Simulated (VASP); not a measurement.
Method: PBEsol GGA, VASP's PBE PAW potentials (set 64) (plane waves; VASP 6.6.1).

Input for VASP

POSCAR:
```
Sr
1
    4.2586180000     0.0000000000     0.0000000000
   -2.1293090000     3.6880710000     0.0000000000
    0.0000000000     0.0000000000     6.9748190000
Sr
2
Direct
  0.3333330000   0.6666670000   0.2500000000
  0.6666670000   0.3333330000   0.7500000000
```

File KPOINTS:
```
Automatic mesh
0
Gamma
4 4 3
0 0 0
```

**INCAR**
```
! general
SYSTEM   =  Sr
PREC     =  Accurate
ENCUT    =  300   ! plane-wave cut-off (eV)
LREAL    =  .FALSE.   ! projection in real space or not
LASPH    =  .TRUE.   ! aspherical one-centre terms

! electronic loop
EDIFF    =  1E-6
NELM     =  100   ! most electronic steps
ALGO     =  Normal
LMAXMIX  =  4   ! l cut-off of mixed one-centre charges

! smearing
ISMEAR   =  0   ! Gaussian
SIGMA    =  0.272

! functional
GGA      =  PS   ! PBEsol

! ions
ISIF     =  2   ! forces and stress, cell fixed

! output
LWAVE    =  .FALSE.
LCHARG   =  .FALSE.
```

POTCAR, in this order: Sr_sv (PBE.64 set). Program: vasp_std.

At this cut-off the stress carries a Pulay error, which pulls relaxed volumes low. Gaps are read on the run's mesh, which can miss a band edge.

### Question
Estimate the energy per atom (σ→0), band gap (on the k-mesh).

### Answer

```yaml
energy per atom (σ→0): -1.851 eV/atom
band gap (on the k-mesh): none (metal, semimetal or under 0.01 eV)
```

OSZICAR:
```
...
DAV:   5    -0.375255129829E+01   -0.28370E-02   -0.28367E-02   358   0.613E-01    0.169E+01
DAV:   6    -0.374886051829E+01    0.36908E-02   -0.12726E-02   308   0.128E+00    0.954E+00
DAV:   7    -0.374668865960E+01    0.21719E-02   -0.20732E-02   284   0.158E+00    0.384E-01
DAV:   8    -0.374675185068E+01   -0.63191E-04   -0.29059E-03   406   0.288E-01    0.133E-01
DAV:   9    -0.374679992259E+01   -0.48072E-04   -0.13346E-04   278   0.541E-02    0.467E-02
DAV:  10    -0.374682684128E+01   -0.26919E-04   -0.14543E-05   302   0.331E-02    0.143E-02
DAV:  11    -0.374682612927E+01    0.71201E-06   -0.61654E-07   214   0.683E-03
   1 F= -.37468261E+01 E0= -.37012475E+01  d E =-.911573E-01
```

The structure comes from a computed database's Sr entry; how it stands against other phases isn't given here. The cell was not relaxed at this level. The k-mesh is coarse (spacing up to 0.43 per Å, 2π included), so the numbers may not be converged in it. The run is one of a series of settings (KPOINTS 4×4×3 Γ-centred mesh against the base run), some of them coarse on purpose.
